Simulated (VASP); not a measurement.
Here is the system:

```xyz
2
Lattice="0.0000 2.4400 2.4400 2.4400 0.0000 2.4400 2.4400 2.4400 0.0000" Properties=species:S:1:pos:R:3 pbc="T T T"
Y      0.0000     0.0000     0.0000
N      2.4400     2.4400     2.4400
```

Computed with PBE GGA, VASP's PBE PAW potentials (set 64) (plane waves; VASP 6.6.1). Numerical set-up: 530 eV cut-off, 8×8×8 Γ-centred mesh, Gaussian smearing of 0.050 eV, potentials Y_sv N.

**Question.** The ions, cell shape and volume are relaxed. Give the cell that the relaxation ends in.

**Answer.** 
```xyz
2
Lattice="0.0000 2.4525 2.4525 2.4525 0.0000 2.4525 2.4525 2.4525 0.0000" Properties=species:S:1:pos:R:3 pbc="T T T"
Y      0.0000     0.0000     0.0000
N      2.4525     2.4525     2.4525
```
Space group Fm-3m (225), at a tolerance of 0.03 Å.

**Question.** How do energy and volume change from the first to the last step?

**Answer.** The energy (σ→0) changes by -1.7 meV/atom and the volume by +1.5 %, in 3 ionic steps.

```
step  E(σ→0) (eV)  max force (eV/Å)  pressure (GPa)  volume (Å³)
----  -----------  ----------------  --------------  -----------
1        -18.2235             0.000            2.48        29.05
2        -18.2227             0.000           -2.67        30.01
3        -18.2270             0.000            0.00        29.50
```

The compound is YN in the rock salt structure. This run relaxes it. Symmetry was kept, so distortions that lower it aren't found.
